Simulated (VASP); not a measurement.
Level of theory: LDA (Ceperley-Alder, Perdew-Zunger), VASP's LDA PAW potentials (set 64) (plane waves; VASP).

The input files of a VASP run:

**INCAR**
```
! general
SYSTEM   =  Y
PREC     =  Accurate
ENCUT    =  500   ! plane-wave cut-off (eV)
LREAL    =  .False.   ! projection in real space or not
LASPH    =  .True.   ! aspherical one-centre terms

! electronic loop
EDIFF    =  1E-6   ! SCF stop (eV)
NELM     =  100   ! most electronic steps
ALGO     =  Normal
LMAXMIX  =  4

! smearing
ISMEAR   =  1
SIGMA    =  0.1   ! width (eV)

! ions
IBRION   =  2   ! conjugate gradients
NSW      =  40   ! most ionic steps
ISIF     =  3
EDIFFG   =  -0.02   ! ionic stop

! output
LWAVE    =  .False.
LCHARG   =  .False.
```

POSCAR:
```
Y
1
    1.7633291507    -3.0541759278    -0.0000000000
    1.7633291507     3.0541759278    -0.0000000000
    0.0000000000     0.0000000000     5.5281645681
Y
2
Direct
  0.3333330000   0.6666670000   0.2500000000
  0.6666670000   0.3333330000   0.7500000000
```

### KPOINTS
```
Automatic mesh
0
G
12 12 7
```

POTCAR, in this order: Y_sv (LDA.64 set). Program: vasp_std.

Task: Predict the energy per atom (σ→0), band gap (on the k-mesh).

Result: 
```json
{
  "energy per atom (σ→0)": "-6.943 eV/atom",
  "band gap (on the k-mesh)": "none (metal, semimetal or under 0.01 eV)"
}
```

File OSZICAR:
```
...
DAV:   7    -0.138974790496E+02    0.46715E-01   -0.74959E-01  3168   0.550E+00    0.166E+00
DAV:   8    -0.138864308964E+02    0.11048E-01   -0.12877E-01  2784   0.242E+00    0.502E-01
DAV:   9    -0.138864259913E+02    0.49052E-05   -0.46827E-03  3059   0.529E-01    0.156E-01
DAV:  10    -0.138864029840E+02    0.23007E-04   -0.54405E-04  2960   0.220E-01    0.644E-02
DAV:  11    -0.138864047697E+02   -0.17857E-05   -0.27160E-05  3234   0.420E-02    0.603E-02
DAV:  12    -0.138864034310E+02    0.13387E-05   -0.71285E-06  2602   0.233E-02    0.117E-02
DAV:  13    -0.138864032458E+02    0.18519E-06   -0.72666E-07  1581   0.894E-03
   1 F= -.13886403E+02 E0= -.13886047E+02  d E =-.138864E+02
```

The compound is Y in the hcp structure. It was relaxed first, which changed the volume by -10 %.
